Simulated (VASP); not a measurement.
Computed with PBE GGA, VASP's PBE PAW potentials (set 64) (plane waves; VASP).

Input for VASP

INCAR:
```
# general
SYSTEM  = Ti
PREC    = Accurate
ENCUT   = 480
LREAL   = F
LASPH   = T

# electronic loop
EDIFF   = 1E-7
NELM    = 100
ALGO    = Normal
LMAXMIX = 4

# smearing
ISMEAR  = 1
SIGMA   = 0.1

# functional
GGA     = PE

# ions
IBRION  = 2
NSW     = 40
ISIF    = 3
EDIFFG  = -0.01
PSTRESS = 200

# output
LWAVE   = F
LCHARG  = F
```

**POSCAR**
```
Ti
1.0
  1.4004271235  -2.4256109899   0.0000000000
  1.4004271235   2.4256109899   0.0000000000
  0.0000000000   0.0000000000   4.4393394313
Ti
2
Cart
  1.4004271235   0.8085386137   1.1098348578
  1.4004271235  -0.8085386137   3.3295045735
```

KPOINTS:
```
Automatic mesh
0
Gamma
14 14 8
```

POTCAR, in this order: Ti_sv (PBE.64 set). Program: vasp_std.

Output of the run:

**OUTCAR**
```
 ion  position               nearest neighbor table
   1  0.333  0.667  0.250-   2 2.75   2 2.75   2 2.75   2 2.75   2 2.75   2 2.75
   2  0.667  0.333  0.750-   1 2.75   1 2.75   1 2.75   1 2.75   1 2.75   1 2.75
  LATTYP: Found a hexagonal cell.
 ALAT       =     2.8008542987
 C/A-ratio  =     1.5849947758
 Subroutine PRICEL returns:
 Original cell was already a primitive cell.
 Subroutine GETGRP returns: Found 24 space group operations
The static configuration has the point symmetry D_3d.
 The point group associated with its full space group is D_6h.
The dynamic configuration has the point symmetry D_3d.
 Subroutine INISYM returns: Found 24 space group operations
 Subroutine IBZKPT returns following result:
 Found    120 irreducible k-points:

 Following reciprocal coordinates:
            Coordinates               Weight
  0.000000  0.000000  0.000000      1.000000
  0.071429 -0.000000  0.000000      6.000000
  0.142857  0.000000  0.000000      6.000000
  0.214286  0.000000  0.000000      6.000000
  0.285714 -0.000000  0.000000      6.000000
  0.357143  0.000000  0.000000      6.000000
  0.428571  0.000000  0.000000      6.000000
...
```

OSZICAR:
```
       N       E                     dE             d eps       ncg     rms          rms(c)
DAV:   1     0.241114173212E+03    0.24111E+03   -0.13114E+04  3840   0.183E+03
DAV:   2     0.113590569097E+02   -0.22976E+03   -0.22834E+03  3928   0.485E+02
DAV:   3    -0.159850376269E+02   -0.27344E+02   -0.27146E+02  7560   0.135E+02
DAV:   4    -0.169580538903E+02   -0.97302E+00   -0.97299E+00  3912   0.274E+01
DAV:   5    -0.170063336391E+02   -0.48280E-01   -0.48280E-01  6232   0.424E+00    0.138E+01
DAV:   6    -0.153862518232E+02    0.16201E+01   -0.56533E+00  4608   0.295E+01    0.407E+00
DAV:   7    -0.153818593991E+02    0.43924E-02   -0.83533E-01  5752   0.849E+00    0.217E+00
DAV:   8    -0.154243853564E+02   -0.42526E-01   -0.26437E-01  4376   0.666E+00    0.791E-01
DAV:   9    -0.154147260396E+02    0.96593E-02   -0.53527E-02  4496   0.288E+00    0.884E-02
DAV:  10    -0.154151479141E+02   -0.42187E-03   -0.33294E-03  5648   0.488E-01    0.833E-02
DAV:  11    -0.154151358777E+02    0.12036E-04   -0.24221E-04  5144   0.158E-01    0.232E-02
DAV:  12    -0.154151275649E+02    0.83128E-05   -0.20295E-05  5072   0.440E-02    0.308E-03
DAV:  13    -0.154151271542E+02    0.41070E-06   -0.81678E-07  4648   0.836E-03    0.146E-03
DAV:  14    -0.154151276211E+02   -0.46692E-06   -0.30433E-07  4272   0.481E-03    0.790E-04
DAV:  15    -0.154151277033E+02   -0.82217E-07   -0.36761E-08  2368   0.172E-03
   1 F= -.11650263E+02 E0= -.11650754E+02  d E =-.116503E+02
       N       E                     dE             d eps       ncg     rms          rms(c)
DAV:   1    -0.154070526142E+02    0.80750E-02   -0.71142E-02  6320   0.380E+00    0.483E-01
DAV:   2    -0.154041529776E+02    0.28996E-02   -0.11236E-02  5424   0.132E+00    0.127E-01
DAV:   3    -0.154040549956E+02    0.97982E-04   -0.21254E-03  5560   0.331E-01    0.483E-02
DAV:   4    -0.154041380410E+02   -0.83045E-04   -0.33042E-04  5192   0.147E-01    0.193E-02
DAV:   5    -0.154041939230E+02   -0.55882E-04   -0.11605E-04  5080   0.751E-02    0.258E-02
DAV:   6    -0.154042111945E+02   -0.17272E-04   -0.39787E-05  5552   0.524E-02    0.680E-03
DAV:   7    -0.154042135551E+02   -0.23606E-05   -0.63139E-06  5176   0.187E-02    0.129E-03
DAV:   8    -0.154042137772E+02   -0.22215E-06   -0.48019E-07  4768   0.531E-03    0.244E-04
DAV:   9    -0.154042137409E+02    0.36389E-07   -0.27065E-08  2056   0.172E-03
   2 F= -.11650241E+02 E0= -.11650718E+02  d E =0.217194E-04
       N       E                     dE             d eps       ncg     rms          rms(c)
DAV:   1    -0.154115275820E+02   -0.73138E-02   -0.23934E-02  6320   0.221E+00    0.281E-01
DAV:   2    -0.154105571996E+02    0.97038E-03   -0.38064E-03  5392   0.765E-01    0.733E-02
DAV:   3    -0.154105221027E+02    0.35097E-04   -0.71838E-04  5552   0.192E-01    0.279E-02
DAV:   4    -0.154105475496E+02   -0.25447E-04   -0.10895E-04  5176   0.848E-02    0.114E-02
DAV:   5    -0.154105670639E+02   -0.19514E-04   -0.41660E-05  5080   0.444E-02    0.150E-02
DAV:   6    -0.154105716065E+02   -0.45426E-05   -0.12598E-05  5568   0.303E-02    0.414E-03
DAV:   7    -0.154105720188E+02   -0.41234E-06   -0.21686E-06  4960   0.113E-02    0.607E-04
DAV:   8    -0.154105720182E+02    0.59890E-09   -0.10327E-07  2240   0.301E-03
   3 F= -.11650288E+02 E0= -.11650774E+02  d E =-.255452E-04
```

File OUTCAR:
```
------------------------ aborting loop because EDIFF is reached ----------------------------------------
  FORCE on cell =-STRESS in cart. coord.  units (eV):
  Direction    XX          YY          ZZ          XY          YZ          ZX
  --------------------------------------------------------------------------------------
  Total        3.7544779      3.7544781      3.7706047      0.0000000      0.0000000     -0.0000000
  in kB      199.6911922    199.6912028    200.5489365      0.0000000      0.0000000     -0.0000000
  external PRESSURE =      -0.0228895 kB  Pullay stress =     200.0000000 kB
  volume of cell :       30.12
      direct lattice vectors                 reciprocal lattice vectors
     1.399760056 -2.424455599  0.000000000     0.357204078 -0.206231865 -0.000000000
     1.399760056  2.424455599 -0.000000000     0.357204078  0.206231865 -0.000000000
     0.000000000 -0.000000000  4.438164536     0.000000000  0.000000000  0.225318370
 POSITION                                       TOTAL-FORCE (eV/Angst)
 -----------------------------------------------------------------------------------
      1.39976      0.80815      1.10954         0.000000      0.000000      0.000000
      1.39976     -0.80815      3.32862        -0.000000     -0.000000      0.000000
 -----------------------------------------------------------------------------------
    total drift:                               -0.000000      0.001036     -0.000020
  FREE ENERGIE OF THE ION-ELECTRON SYSTEM (eV)
  ---------------------------------------------------
  free  energy   TOTEN  =       -15.4105720182 eV

  energy  without entropy=      -15.4120287308  energy(sigma->0) =      -15.41105759
  enthalpy is  TOTEN    =       -11.6502880871 eV   P V=        3.7602839311

 reached required accuracy - stopping structural energy minimisation
```
(Selected blocks of OUTCAR.)

### CONTCAR
```
Ti
   1.00000000000000
     1.3997600557598242   -2.4244555991547516    0.0000000000000000
     1.3997600557598242    2.4244555991547516   -0.0000000000000000
     0.0000000000000000   -0.0000000000000000    4.4381645362641420
  Ti
     2
Direct
     0.3333330000000032    0.6666669999999968    0.2500000000000000
     0.6666669999999968    0.3333330000000032    0.7500000000000000
```

The compound is Ti in the hcp structure. This run relaxes it under an external pressure of 20 GPa. Symmetry was kept, so distortions that lower it aren't found.
